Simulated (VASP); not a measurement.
Level of theory: PBE GGA, VASP's PBE PAW potentials (set 64) (plane waves; VASP).

The input files of a VASP run:

**KPOINTS**
```
Automatic mesh
0
G
  1 1 1
0 0 0
```

**INCAR**
```
LREAL = .FALSE.   ! projection in real space or not
ALGO = Normal   ! blocked Davidson
LWAVE = .FALSE.
LCHARG = .FALSE.
SIGMA = 0.2   ! width (eV)
LASPH = .TRUE.
ISIF = 2
EDIFF = 1E-6
ENCUT = 300
ISMEAR = 0
NELM = 100
LMAXMIX = 4
GGA = PE   ! PBE
SYSTEM = Ga3Cu
PREC = Accurate
```

**POSCAR**
```
Ga3Cu
1.0
 -1.8051600000   1.8051600000   4.0208930000
  1.8051600000  -1.8051600000   4.0208930000
  1.8051600000   1.8051600000  -4.0208930000
Ga Cu
3 1
direct
  0.5000000000   0.5000000000   0.0000000000
  0.7500000000   0.2500000000   0.5000000000
  0.2500000000   0.7500000000   0.5000000000
  0.0000000000   0.0000000000   0.0000000000
```

POTCAR, in this order: Ga_d Cu (PBE.64 set). Program: vasp_std.

Output of the run:

**OSZICAR**
```
       N       E                     dE             d eps       ncg     rms          rms(c)
DAV:   1     0.313415600118E+03    0.31342E+03   -0.16377E+04    60   0.250E+03
DAV:   2     0.370435590949E+02   -0.27637E+03   -0.26738E+03    60   0.455E+02
DAV:   3     0.430746089038E+01   -0.32736E+02   -0.31700E+02    60   0.145E+02
DAV:   4     0.296491227790E+01   -0.13425E+01   -0.11345E+01    80   0.281E+01
DAV:   5     0.294296204081E+01   -0.21950E-01   -0.21877E-01    60   0.406E+00    0.168E+01
DAV:   6    -0.305066169942E+01   -0.59936E+01   -0.93989E+01    74   0.153E+02    0.153E+01
DAV:   7     0.421800609397E+01    0.72687E+01   -0.19637E+01    82   0.889E+01    0.769E+00
DAV:   8     0.377044224471E+01   -0.44756E+00   -0.22782E+00    66   0.888E+00    0.819E+00
DAV:   9     0.502128025569E+01    0.12508E+01   -0.65283E+00    74   0.387E+01    0.237E+00
DAV:  10     0.500372401398E+01   -0.17556E-01   -0.42327E-01    88   0.806E+00    0.307E+00
DAV:  11     0.475098807304E+01   -0.25274E+00   -0.27608E+00    72   0.197E+01    0.481E+00
DAV:  12     0.507817771078E+01    0.32719E+00   -0.78022E-01    74   0.133E+01    0.102E+00
DAV:  13     0.508484375924E+01    0.66660E-02   -0.54696E-02    80   0.404E+00    0.467E-01
DAV:  14     0.508569421019E+01    0.85045E-03   -0.54944E-03    60   0.465E-01    0.277E-01
DAV:  15     0.508602080305E+01    0.32659E-03   -0.19354E-04    82   0.179E-01    0.207E-01
DAV:  16     0.508637856846E+01    0.35777E-03   -0.43654E-04    88   0.405E-01    0.118E-01
DAV:  17     0.508648486276E+01    0.10629E-03   -0.29249E-04    60   0.295E-01    0.257E-02
DAV:  18     0.508648916227E+01    0.42995E-05   -0.68727E-05    72   0.149E-01    0.334E-02
DAV:  19     0.508649888478E+01    0.97225E-05   -0.69231E-06    64   0.619E-02    0.887E-03
DAV:  20     0.508649960799E+01    0.72321E-06   -0.14857E-06    56   0.209E-02
   1 F= 0.50864996E+01 E0= 0.52846798E+01  d E =-.396360E+00
```

OUTCAR:
```
------------------------ aborting loop because EDIFF is reached ----------------------------------------
  FORCE on cell =-STRESS in cart. coord.  units (eV):
  Direction    XX          YY          ZZ          XY          YZ          ZX
  --------------------------------------------------------------------------------------
  Total       -0.6574480     -0.6574480     57.2677248      0.0000000     -0.0000000      0.0000000
  in kB      -20.0982435    -20.0982435   1750.6793173      0.0000000     -0.0000000      0.0000000
  external PRESSURE =     570.1609434 kB  Pullay stress =       0.0000000 kB
  volume of cell :       52.41
      direct lattice vectors                 reciprocal lattice vectors
    -1.805160000  1.805160000  4.020893000     0.000000000  0.276983758  0.124350486
     1.805160000 -1.805160000  4.020893000     0.276983758  0.000000000  0.124350486
     1.805160000  1.805160000 -4.020893000     0.276983758  0.276983758  0.000000000
 POSITION                                       TOTAL-FORCE (eV/Angst)
 -----------------------------------------------------------------------------------
      0.00000      0.00000      4.02089        -0.000000      0.000000     -0.000000
     -0.00000      1.80516      2.01045         0.000000      0.000000     -0.000000
      1.80516     -0.00000      2.01045         0.000000     -0.000000      0.000000
      0.00000      0.00000      0.00000        -0.000000      0.000000     -0.000000
 -----------------------------------------------------------------------------------
    total drift:                                0.000000      0.000000      0.000000
  FREE ENERGIE OF THE ION-ELECTRON SYSTEM (eV)
  ---------------------------------------------------
  free  energy   TOTEN  =         5.0864996080 eV

  energy  without entropy=        5.4828600192  energy(sigma->0) =        5.28467981
```
(Selected blocks of OUTCAR.)

At this cut-off the stress carries a Pulay error, which pulls relaxed volumes low.

The structure was generated: Ga3Cu was put into an ordered model structure, which need not be its known phase. The cell was not relaxed at this level. The k-mesh is coarse (spacing up to 2.46 per Å, 2π included), so the numbers may not be converged in it. The run is one of a series of settings (KPOINTS 1×1×1 Γ-centred mesh against the base run), some of them coarse on purpose.
